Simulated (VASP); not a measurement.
Here is the system:

```
CELL_PARAMETERS angstrom
      0.00000     2.19688     2.19688
      2.19688     0.00000     2.19688
      2.19688     2.19688     0.00000
ATOMIC_POSITIONS crystal
  Si 0.00000 0.00000 0.00000
  C  0.25000 0.25000 0.25000
```

Computed with revPBE GGA, VASP's PBE PAW potentials (set 64) (plane waves; VASP 6.6.1). Settings: 520 eV cut-off, Gaussian smearing of 0.050 eV, potentials Si C.

Q: Give the energies of bands 2 to 6 at the high-symmetry points, in eV from the valence-band maximum.

A: 
```json
[
 {"band": "2", "Γ": "0.00", "X": "-7.70", "U": "-7.20", "L": "-8.39", "W": "-6.96"},
 {"band": "3", "Γ": "0.00", "X": "-3.13", "U": "-5.41", "L": "-1.04", "W": "-4.87"},
 {"band": "4", "Γ": "0.00", "X": "-3.13", "U": "-2.55", "L": "-1.04", "W": "-4.58"},
 {"band": "5", "Γ": "5.96", "X": "1.38", "U": "3.10", "L": "5.24", "W": "5.18"},
 {"band": "6", "Γ": "7.17", "X": "4.28", "U": "7.66", "L": "7.14", "W": "9.25"}
]
```

The gap is indirect, 1.38 eV, from the valence maximum at Γ to the conduction minimum at X.

Measured: gap 2.53 eV (computed value off by -1.15 eV), as given by Wei Chen et al., Physical Review Materials (2018), doi:10.1103/physrevmaterials.2.073803 [zero-point renormalisation of 0.11 eV added back (the table's ZPR column)].

The compound is SiC in the zinc blende structure. It was relaxed first.
